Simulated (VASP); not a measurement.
VASP ran on this input.

### INCAR
```
SYSTEM = SrO
PREC = Accurate; ENCUT = 620; LREAL = .FALSE.
LASPH = .TRUE.
EDIFF = 1E-6; NELM = 100; ALGO = Normal
LMAXMIX = 4
ISMEAR = 0; SIGMA = 0.05
GGA = PS
IBRION = 2; NSW = 40; ISIF = 3
EDIFFG = -0.02; PSTRESS = 50
LWAVE = .FALSE.; LCHARG = .FALSE.
```

### POSCAR
```
SrO
1
    3.0417577229    -0.0000000000     0.0000000000
   -0.0000000000     3.0417577229    -0.0000000000
    0.0000000000    -0.0000000000     3.0417577229
Sr O
1 1
Direct
  0.0000000000   0.0000000000   0.0000000000
  0.5000000000   0.5000000000   0.5000000000
```

File KPOINTS:
```
Automatic mesh
0
Gamma
9 9 9
0 0 0
```

POTCAR, in this order: Sr_sv O (PBE.64 set). Program: vasp_std.

Question: Write an equivalent input for Ansatz.

Answer: One equivalent input (not run):
Ansatz 0.2 input:
```yaml
crystal:
  lattice:
    - [3.0417577, 0.0000000, 0.0000000]
    - [0.0000000, 3.0417577, 0.0000000]
    - [0.0000000, 0.0000000, 3.0417577]
  atoms:
    - { symbol: Sr, position: [0.0000000, 0.0000000, 0.0000000] }
    - { symbol: O, position: [0.5000000, 0.5000000, 0.5000000] }
kpoints:
  mp_grid: { grid: [9, 9, 9] }
hamiltonian:
  xc: pbesol
  pseudopotentials: { kind: paw }
scf:
  occupations: { method: gaussian, width: 0.05 }
  max_iter: 100
relax:
  max_steps: 40
  f_tol: 0.02
  cell: { p_target: 5 }
output: { forces: true, stress: true, eigenvalues: true }
```
The two are equivalent in intent, not identical: each code has its own PAW files, so the cut-off isn't converted (ENCUT is set for VASP's; basis.ecutwfc is left out, and Ansatz then takes the one that its files recommend); Ansatz stops its SCF on the density residual and VASP on the energy change (EDIFF).

The structure was generated: SrO was put into the CsCl type type (Pm-3m), which need not be its known phase. It was relaxed first under an external pressure of 5 GPa.
